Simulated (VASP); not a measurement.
Given:

```xyz
3
Lattice="2.2525 -3.9014 0.0000 2.2525 3.9014 0.0000 0.0000 0.0000 5.0503" Properties=species:S:1:pos:R:3 pbc="T T T"
Se     0.4953     0.8578     3.3668
Se     3.5144     0.0000     0.0000
Se     0.4953    -0.8578     1.6834
```

Calculation: PBE GGA, VASP's PBE PAW potentials (set 64) (plane waves; VASP). Numerical set-up: 480 eV cut-off, 6×6×6 Γ-centred mesh, Gaussian smearing of 0.050 eV, potentials Se.

Energy and stress use the plane-wave basis of the starting cell. Without a dispersion term in the relaxation, distances and binding between the weakly bound layers, chains or molecules are unreliable, and so is what depends on them.

Problem. The ions, cell shape and volume at an external pressure of 5.0 GPa are relaxed. Which structure does the run end with?

Solution. 
```xyz
3
Lattice="1.9616 -3.3976 0.0000 1.9616 3.3976 0.0000 0.0000 0.0000 5.1397" Properties=species:S:1:pos:R:3 pbc="T T T"
Se     2.4699    -2.5173     3.4264
Se     2.9067     0.0000     0.0000
Se     2.4699     2.5173     1.7132
```
Space group P3_121 (152), at a tolerance of 0.03 Å.

Problem. How do energy and volume change from the first to the last step?

Solution. The energy (σ→0) changes by +66.7 meV/atom and the volume by -22.8 %, in 13 ionic steps.

```csv
step,E(σ→0) (eV),max force (eV/Å),pressure (GPa),volume (Å³)
1,-10.5103,0.009,0.06,88.76
2,-10.2371,1.575,8.77,77.54
3,-10.4042,0.938,5.00,81.49
4,-10.3983,0.703,5.26,77.40
5,-10.1616,0.351,9.85,66.20
6,-10.2660,0.274,4.54,67.84
7,-10.2589,0.181,5.45,67.52
8,-10.2782,0.150,5.18,67.87
9,-10.3215,0.048,4.45,68.90
10,-10.2996,0.068,5.50,68.20
11,-10.3109,0.011,4.99,68.53
12,-10.3112,0.010,4.98,68.54
13,-10.3102,0.008,4.98,68.51
```

The compound is Se in the trig structure. This run relaxes it under an external pressure of 5 GPa. Symmetry was kept, so distortions that lower it aren't found.
